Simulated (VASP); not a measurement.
# Li3NbP2 (P6/mmm) in VASP: further runs

Aim: see how the results for Li3NbP2 move with the level of theory and the settings. Levels: PBE, PBEsol+U, r2SCAN. Tasks: relaxation of cell and atoms, single point.

Program: VASP 6.6.1. These are calculated values, not measurements. Logs are shortened: lines on timing, memory, paths and dates and some standing lists are left out, and cuts for length are marked.

**1. The structure**

Symmetry: P6/mmm, No. 191, hexagonal system. Conventional cell: a = 4.780 Å, b = 4.780 Å, c = 4.023 Å, α = 90.00°, β = 90.00°, γ = 120.00°. Around Li (site symmetry mmm) lie 4 Li at 2.39 Å and 4 P at 2.44 Å. Around Nb (site symmetry 6/mmm) lie 6 P at 2.76 Å and 12 Li at 3.12 Å. Around P (site symmetry -6m2) lie 6 Li at 2.44 Å and 3 P at 2.76 Å and 3 Nb at 2.76 Å.

The cell was built by a generator and needn't be a form met in nature.

**2. Relaxation of cell and atoms, PBE**

INCAR reads:

```
PREC = Accurate
ENCUT = 600
EDIFF = 1E-6
ISMEAR = 0
SIGMA = 0.05
LREAL = F
LASPH = T
NELM = 80
ALGO = Normal
ISIF = 3
LWAVE = F
LCHARG = F
GGA = PE
IBRION = 2
NSW = 40
EDIFFG = -0.01
```

KPOINTS reads:

```
regular mesh
0
Gamma
  7 7 7
```

POSCAR reads:

```
Li3NbP2
1.0
    4.7804300000      0.0000000000      0.0000000000
   -2.3902100000      4.1399700000      0.0000000000
    0.0000000000      0.0000000000      4.0231400000
Li Nb P
3 1 2
Direct
    0.0000000000      0.5000000000      0.5000000000
    0.5000000000      0.0000000000      0.5000000000
    0.5000000000      0.5000000000      0.5000000000
    0.0000000000      0.0000000000      0.0000000000
    0.3333300000      0.6666700000      0.0000000000
    0.6666700000      0.3333300000      0.0000000000
```

Potentials or basis: VASP PAW PBE potentials, release 64 (Li_sv, Nb_sv, P).

Run with:

```bash
$ cat potpaw_PBE.64/Li_sv/POTCAR potpaw_PBE.64/Nb_sv/POTCAR potpaw_PBE.64/P/POTCAR > POTCAR
$ mpirun -np 1 vasp_std > vasp.out
```

OUTCAR:

```text
PREC = Accurate
   ENCUT = 600
   EDIFF = 1E-6
   ISMEAR = 0
   LREAL = F
   LASPH = T
   NELM = 80
   ISIF = 3
   GGA = PE
   IBRION = 2
   NSW = 40
   EDIFFG = -0.01

 ion  position               nearest neighbor table
   1  0.000  0.500  0.500-   2 2.39   2 2.39   3 2.39   3 2.39   5 2.44   6 2.44   5 2.44   6 2.44

   2  0.500  0.000  0.500-   3 2.39   3 2.39   1 2.39   1 2.39   5 2.44   6 2.44   5 2.44   6 2.44

   3  0.500  0.500  0.500-   2 2.39   2 2.39   1 2.39   1 2.39   5 2.44   6 2.44   5 2.44   6 2.44

   4  0.000  0.000  0.000-   5 2.76   6 2.76   5 2.76   6 2.76   6 2.76   5 2.76
   5  0.333  0.667  0.000-   2 2.44   2 2.44   1 2.44   1 2.44   3 2.44   3 2.44   6 2.76   4 2.76
                             6 2.76   4 2.76   4 2.76   6 2.76
   6  0.667  0.333  0.000-   2 2.44   2 2.44   1 2.44   1 2.44   3 2.44   3 2.44   5 2.76   4 2.76
                             5 2.76   4 2.76   4 2.76   5 2.76

  LATTYP: Found a hexagonal cell.
 ALAT       =     4.7804300000
 C/A-ratio  =     0.8415853804

  Lattice vectors:

 A1 = (   4.7804300000,   0.0000000000,   0.0000000000)
 A2 = (  -2.3902100000,   4.1399700000,   0.0000000000)
 A3 = (   0.0000000000,   0.0000000000,   4.0231400000)

Analysis of symmetry for initial positions (statically):
=====================================================================
 Subroutine PRICEL returns:
 Original cell was already a primitive cell.

 Routine SETGRP: Setting up the symmetry group for a
 hexagonal supercell.

 Subroutine GETGRP returns: Found  8 space group operations
 (whereof  8 operations were pure point group operations)
 out of a pool of 24 trial point group operations.

The static configuration has the point symmetry D_2h.

Analysis of symmetry for dynamics (positions and initial velocities):
=====================================================================
 Subroutine PRICEL returns:
 Original cell was already a primitive cell.

 Routine SETGRP: Setting up the symmetry group for a
 hexagonal supercell.

 Subroutine GETGRP returns: Found  8 space group operations
 (whereof  8 operations were pure point group operations)
 out of a pool of 24 trial point group operations.

The dynamic configuration has the point symmetry D_2h.

 Subroutine INISYM returns: Found  8 space group operations
 (whereof  8 operations are pure point group operations),
 and found     1 'primitive' translations

----------------------------------------------------------------------------------------

                                     Primitive cell

  volume of cell :      79.6213

  direct lattice vectors                    reciprocal lattice vectors
     4.780430000  0.000000000  0.000000000     0.209186203  0.120773569  0.000000000
    -2.390210000  4.139970000  0.000000000     0.000000000  0.241547644  0.000000000
     0.000000000  0.000000000  4.023140000     0.000000000  0.000000000  0.248562068

  length of vectors
     4.780430000  4.780424191  4.023140000     0.241547351  0.241547644  0.248562068

  position of ions in fractional coordinates (direct lattice)
     0.000000000  0.500000000  0.500000000
     0.500000000  0.000000000  0.500000000
     0.500000000  0.500000000  0.500000000
     0.000000000  0.000000000  0.000000000
     0.333330000  0.666670000  0.000000000
     0.666670000  0.333330000  0.000000000

  ion indices of the primitive-cell ions
   primitive index   ion index
                 1           1
                 2           2
                 3           3
                 4           4
                 5           5
                 6           6

----------------------------------------------------------------------------------------

 KPOINTS: regular mesh

Automatic generation of k-mesh.
 Grid dimensions read from file:
 generate k-points for:    7    7    7

 Generating k-lattice:

  Cartesian coordinates                     Fractional coordinates (reciprocal lattice)
     0.029883743  0.017253367  0.000000000     0.142857143  0.000000000  0.000000000
     0.000000000  0.034506806  0.000000000     0.000000000  0.142857143  0.000000000
     0.000000000  0.000000000  0.035508867     0.000000000  0.000000000  0.142857143

  Length of vectors
     0.034506764  0.034506806  0.035508867

  Shift w.r.t. Gamma in fractional coordinates (k-lattice)
     0.000000000  0.000000000  0.000000000

 Subroutine IBZKPT returns following result:
 ===========================================

 Found     64 irreducible k-points:

 Following reciprocal coordinates:
            Coordinates               Weight
  0.000000  0.000000  0.000000      1.000000
  0.142857  0.000000  0.000000      4.000000
 -0.142857  0.142857  0.000000      2.000000
  0.285714  0.000000  0.000000      4.000000
 -0.285714  0.285714  0.000000      2.000000
  0.428571  0.000000  0.000000      4.000000
[... 16 lines left out ...]
 -0.428571  0.428571  0.142857      4.000000
  0.142857  0.142857  0.142857      4.000000
 [... further k-points ...]
   k-points           NKPTS =     64   k-points in BZ     NKDIM =     64   number of bands    NBANDS=     20
   number of dos      NEDOS =    301   number of ions     NIONS =      6
   total plane-waves  NPLWV =  51200
   dimension x,y,z NGX =    40 NGY =   40 NGZ =   32
   dimension x,y,z NGXF=    80 NGYF=   80 NGZF=   64
   ions per type =               3   1   2
   NGX,Y,Z   is equivalent  to a cutoff of  13.91, 13.91, 13.22 a.u.
   NGXF,Y,Z  is equivalent  to a cutoff of  27.82, 27.82, 26.45 a.u.
 SYSTEM =  unknown system
   PREC   = accura    normal or accurate (medium, high low for compatibility)
   ISTART =      0    job   : 0-new  1-cont  2-samecut
   ICHARG =      2    charge: 1-file 2-atom 10-const
   ISPIN  =      1    spin polarized calculation?
   LNONCOLLINEAR =      F non collinear calculations
   LSORBIT =      F    spin-orbit coupling
   LASPH  =      T    aspherical Exc in radial PAW
   ENCUT  =  600.0 eV  44.10 Ry    6.64 a.u.   9.55  9.55  8.04*2*pi/ulx,y,z
   NELM   =     80;   NELMIN=  2; NELMDL= -5     # of ELM steps
   EDIFF  = 0.1E-05   stopping-criterion for ELM
   LREAL  =      F    real-space projection
   EDIFFG = -.1E-01   stopping-criterion for IOM
   NSW    =     40    number of steps for IOM
   IBRION =      2    ionic relax: 0-MD 1-quasi-New 2-CG
   NFREE  =      1    steps in history (QN), initial steepest desc. (CG)
   ISIF   =      3    stress and relaxation
   ISYM   =      2    0-nonsym 1-usesym 2-fastsym
   POTIM  = 0.5000    time-step for ionic-motion
   TEBEG  =    0.0;   TEEND  =   0.0 temperature during run
   PSTRESS=    0.0 pullay stress
   NELECT =      32.0000    total number of electrons
   NUPDOWN=      -1.0000    fix difference up-down
   EMIN   =  10.00;   EMAX   =-10.00  energy-range for DOS
   EFERMI =   0.00;   METHOD = LEGACY
   ISMEAR =     0;   SIGMA  =   0.05  broadening in eV -4-tet -1-fermi 0-gaus
   EFERMI_NEDOS =   21; number of points for ismear=-14 and -15
   IALGO  =     38    algorithm
   IMIX   =      4    mixing-type and parameters
     AMIX     =   0.40;   BMIX     =  1.00
     AMIX_MAG =   1.60;   BMIX_MAG =  1.00
  volume/ion in A,a.u.               =      13.27        89.55
  Fermi-wavevector in a.u.,A,eV,Ry     =   1.208134  2.283042 19.858892  1.459587
  Thomas-Fermi vector in A             =   2.343751
   LORBIT       =      0    0 simple, 1 ext, 2 COOP (PROOUT), +10 PAW based schemes
   GGA     = PE    functional components
   LHFCALC =     F    Hartree Fock is set to
   AEXX    =    0.0000 exact exchange contribution
   IVDW    =     0    specifies the selected vdW correction
   LEPSILON=     F    determine dielectric tensor
   LRPA    =     F    only Hartree local field effects (RPA)
 conjugate gradient relaxation of ions
 non-spin polarized calculation
 Gauss-broadening in eV      SIGMA  =   0.05
  energy-cutoff  :      600.00
  volume of cell :       79.62
 maximum number of plane-waves:      2698
 NGX is ok and might be reduce to    40
   NGX = 19   NGY = 19   NGZ = 17

 number of electron      31.9999991 magnetization

 Free energy of the ion-electron system (eV)
  ---------------------------------------------------
  ext. energy  EPLUGINS =         0.00000000
  ---------------------------------------------------
  free energy    TOTEN  =       -28.79346876 eV

  energy without entropy =      -28.78815941  energy(sigma->0) =      -28.79081408

 E-fermi :   6.8995     XC(G=0): -10.5609

 val. band max:        6.8852544516   @ k =   0.0000   0.0000   0.4286
 cond. band min:       6.9134235923   @ k =   0.4286   0.4286   0.4286
 fundamental gap:      0.0281691406
 Fermi energy:         6.8994744954

 k-point     1 :       0.0000    0.0000    0.0000
  band No.  band energies     occupation
      1     -48.1943      2.00000
      2     -38.5285      2.00000
      3     -38.4070      2.00000
      4     -38.4070      2.00000
      5     -24.2474      2.00000
      6     -24.2060      2.00000
[... 12 lines left out ...]
     19      10.7400      0.00000
     20      11.0461      0.00000

 k-point     2 :       0.1429    0.0000    0.0000
  band No.  band energies     occupation
      1     -48.1943      2.00000
      2     -38.5232      2.00000
      3     -38.4123      2.00000
      4     -38.4070      2.00000
      5     -24.2472      2.00000
      6     -24.2080      2.00000
[... 12 lines left out ...]
     19      10.5977      0.00000
     20      10.7125      0.00000
[... 465 lines left out ...]
      3     -38.4439      2.00000
      4     -38.4070      2.00000
      5     -24.2515      2.00000
      6     -24.2160      2.00000
[... 12 lines left out ...]
     19       9.0215      0.00000
     20      10.9504      0.00000

 k-point    24 :       0.1429    0.1429    0.1429
  band No.  band energies     occupation
      1     -48.1940      2.00000
      2     -38.5132      2.00000
      3     -38.4223      2.00000
      4     -38.4070      2.00000
      5     -24.2518      2.00000
      6     -24.2107      2.00000
[... 12 lines left out ...]
     19      10.1175      0.00000
     20      11.1342      0.00000

 [... further k-points ...]

------------------------ aborting loop because EDIFF is reached ----------------------------------------

  FORCE on cell =-STRESS in cart. coord.  units (eV):
  Direction    XX          YY          ZZ          XY          YZ          ZX
  --------------------------------------------------------------------------------------
  -------------------------------------------------------------------------------------
  Total       -0.0166324     -0.0167353     -0.0451582     -0.0000891      0.0000000      0.0000000
  in kB       -0.3346858     -0.3367554     -0.9086947     -0.0017932      0.0000000      0.0000000
  external PRESSURE =      -0.5267120 kB  Pullay stress =       0.0000000 kB

 VOLUME and BASIS-vectors are now :
 -----------------------------------------------------------------------------
  energy-cutoff  :      600.00
  volume of cell :       79.62
      direct lattice vectors                 reciprocal lattice vectors
     4.780430000  0.000000000  0.000000000     0.209186203  0.120773569  0.000000000
    -2.390210000  4.139970000  0.000000000     0.000000000  0.241547644  0.000000000
     0.000000000  0.000000000  4.023140000     0.000000000  0.000000000  0.248562068

 POSITION                                       TOTAL-FORCE (eV/Angst)
 -----------------------------------------------------------------------------------
     -1.19511      2.06998      2.01157        -0.000000      0.000000      0.000000
      2.39021      0.00000      2.01157        -0.000000      0.000000      0.000000
      1.19511      2.06998      2.01157        -0.000000      0.000000      0.000000
      0.00000      0.00000      0.00000        -0.000000      0.000000      0.000000
     -0.00002      2.75999      0.00000         0.000044     -0.000025     -0.000000
      2.39024      1.37998      0.00000        -0.000044      0.000025      0.000000
 -----------------------------------------------------------------------------------
    total drift:                               -0.000000      0.000000      0.000000

  FREE ENERGIE OF THE ION-ELECTRON SYSTEM (eV)
  ---------------------------------------------------
  free  energy   TOTEN  =       -28.7934687578 eV

  energy  without entropy=      -28.7881594089  energy(sigma->0) =      -28.79081408

 reached required accuracy - stopping structural energy minimisation
```

It took 2 min on 1 thread of Intel Xeon Platinum 8488C (Sapphire Rapids), shared host; peak memory 0.29 GiB.

What came out:

| Item | Value |
| --- | --- |
| Free energy | -28.7935 eV |
| Pressure after relaxing | -0.1 GPa |
| Band gap on the k mesh | none (metal or under the smearing width) |

Final structure:
```
CELL_PARAMETERS angstrom
4.78043 0.00000 0.00000
-2.39021 4.13997 0.00000
0.00000 0.00000 4.02314
ATOMIC_POSITIONS crystal
Li 0.00000 0.50000 0.50000
Li 0.50000 0.00000 0.50000
Li 0.50000 0.50000 0.50000
Nb 0.00000 0.00000 0.00000
P 0.33333 0.66667 0.00000
P 0.66667 0.33333 0.00000
```

Caveat: the cutoff is under 1.25 times the usual one of these potentials, so pressure, stress and relaxed cells hold a basis-set (Pulay) error; the relaxation stopped at its first step, so nothing moved.

(Continued in part 2 of 2.)
